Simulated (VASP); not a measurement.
Method: r2SCAN meta-GGA, VASP's PBE PAW potentials (set 64) (plane waves; VASP).

The input files of a VASP run:

### KPOINTS
```
Automatic mesh
0
G
  15 15 15
```

**INCAR**
```
SIGMA  =  0.1   ! width (eV)
LMIXTAU  =  .True.
PREC  =  Accurate
LCHARG  =  .False.
NELM  =  100   ! most electronic steps
IBRION  =  2   ! conjugate gradients
LREAL  =  .False.   ! projection in real space or not
LMAXMIX  =  4   ! l cut-off of mixed one-centre charges
ALGO  =  Normal   ! blocked Davidson
EDIFF  =  1E-6   ! SCF stop (eV)
ISMEAR  =  1   ! Methfessel-Paxton
ISIF  =  3
METAGGA  =  R2SCAN
LASPH  =  .True.
SYSTEM  =  V
NSW  =  60
ENCUT  =  400
EDIFFG  =  -0.01
LWAVE  =  .False.
```

### POSCAR
```
V
1
   -1.4890856504     1.4890856504     1.4890856504
    1.4890856504    -1.4890856504     1.4890856504
    1.4890856504     1.4890856504    -1.4890856504
V
1
Direct
  0.0000000000   1.0000000000   0.0000000000
```

POTCAR, in this order: V_sv (PBE.64 set). Program: vasp_std.

**Question.** Predict the energy per atom (σ→0), band gap (on the k-mesh).

**Answer.** 
The energy per atom (σ→0) is -14.137 eV/atom. The band gap (on the k-mesh) comes out as none (metal, semimetal or under 0.01 eV).

### OSZICAR
```
...
DAV:  10    -0.141370990174E+02    0.26178E-02   -0.14509E-02  2406   0.179E+00    0.704E-02
DAV:  11    -0.141384979075E+02   -0.13989E-02   -0.13563E-03  2400   0.515E-01    0.134E-01
DAV:  12    -0.141369573680E+02    0.15405E-02   -0.76803E-04  2400   0.335E-01    0.116E-01
DAV:  13    -0.141367508033E+02    0.20656E-03   -0.47936E-04  2406   0.314E-01    0.384E-03
DAV:  14    -0.141367539148E+02   -0.31115E-05   -0.48749E-06  2380   0.297E-02    0.443E-03
DAV:  15    -0.141367500442E+02    0.38706E-05   -0.73785E-07  1228   0.114E-02    0.869E-04
DAV:  16    -0.141367503808E+02   -0.33658E-06   -0.63729E-08  1202   0.303E-03
   1 F= -.14136750E+02 E0= -.14136743E+02  d E =-.141368E+02
```

The compound is V in the bcc structure. It was relaxed first, which changed the volume by -5 %. The start is the result of an earlier pass. The run is not spin-polarised, so no magnetic state was tried.
